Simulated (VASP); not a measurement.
Here is a VASP 6.6.1 calculation.

INCAR

```
SYSTEM = B2C
PREC     = Normal         ! precision mode
ENCUT    = 520            ! plane-wave cutoff, eV
EDIFF    = 1E-4           ! SCF threshold, eV
ISMEAR   = 0              ! smearing method
SIGMA    = 0.15           ! smearing width, eV
LREAL    = .FALSE.        ! projectors in reciprocal space
LASPH    = .TRUE.         ! aspherical terms in the spheres
NELM     = 60             ! most SCF steps
ALGO     = Fast           ! electronic algorithm
ISIF     = 3              ! what is computed and relaxed
LWAVE    = .FALSE.        ! write WAVECAR
LCHARG   = .FALSE.        ! write CHGCAR
GGA      = PE             ! functional
IBRION   = 2              ! ionic algorithm
NSW      = 24             ! ionic steps
EDIFFG   = -0.08          ! ionic threshold
KPAR     = 2
```

Contents of KPOINTS:

```
Automatic mesh
0
G
  6 6 8
  0 0 0
```

POSCAR

```
B2C
1.0
    3.7688399600      0.0000000000      0.0000000000
   -1.8844199800      3.2639111500      0.0000000000
    0.0000000000      0.0000000000      2.6755663200
B C
2 1
Direct
    0.3333333300      0.6666666700      0.5000000000
    0.6666666700      0.3333333300      0.5000000000
    0.0000000000      0.0000000000      0.5000000000
```

Potentials or basis: VASP PAW PBE potentials, release 64 (B, C).

Run with:

```sh
$ cat potpaw_PBE.64/B/POTCAR potpaw_PBE.64/C/POTCAR > POTCAR
$ mpirun -np 2 vasp_std > vasp.out
```

**Question.** What does it give for the relaxed cell?

**Answer.** a = 3.368 Å, b = 3.368 Å, c = 1.847 Å, α = 90.00°, β = 90.00°, γ = 120.00°.

**Question.** What does it give for the relaxed volume?

**Answer.** 6.05 Å³/atom.

**Question.** What does it give for the space group after relaxing (to 0.05 Å)?

**Answer.** P6/mmm (No. 191).

Stress tensor (GPa, compression positive):
```
 1.92  0.00  0.00
 0.00  1.92  0.00
 0.00  0.00 -2.06
```

Caveat: the volume moved by over 15 % at a fixed basis, so the end points are rough.
